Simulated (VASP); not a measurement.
Consider the following.

```
CELL_PARAMETERS angstrom
      0.00000     3.20324     3.20324
      3.20324     0.00000     3.20324
      3.20324     3.20324     0.00000
ATOMIC_POSITIONS crystal
  Sn 0.00000 0.00000 0.00000
  Te 0.50000 0.50000 0.50000
```

These are PBE GGA, VASP's PBE PAW potentials (set 64) (plane waves; VASP) values and carry that method's errors. Settings: 520 eV cut-off, Gaussian smearing of 0.050 eV, potentials Sn_d Te.

Unless said otherwise, spin-orbit coupling is left out, though it shifts the bands of the heavy elements here.

Task: Give the energies of bands 7 to 13 at the high-symmetry points, in eV from the valence-band maximum.

Result: 
```json
[
 {"band": "7", "Γ": "-4.86", "X": "-6.43", "U": "-7.25", "L": "-8.07", "W": "-7.21"},
 {"band": "8", "Γ": "-2.01", "X": "-5.23", "U": "-4.85", "L": "-1.69", "W": "-4.52"},
 {"band": "9", "Γ": "-2.01", "X": "-3.50", "U": "-3.03", "L": "-1.69", "W": "-4.52"},
 {"band": "10", "Γ": "-2.01", "X": "-3.50", "U": "-2.59", "L": "0.00", "W": "-0.82"},
 {"band": "11", "Γ": "3.25", "X": "2.37", "U": "2.92", "L": "0.05", "W": "0.85"},
 {"band": "12", "Γ": "3.25", "X": "4.69", "U": "3.00", "L": "0.45", "W": "4.59"},
 {"band": "13", "Γ": "3.25", "X": "4.69", "U": "4.22", "L": "0.45", "W": "4.59"}
]
```

The gap is direct, 0.05 eV, from the valence maximum at L to the conduction minimum at L.

The compound is SnTe in the rock salt structure, which distorts at low temperature. It was relaxed first.
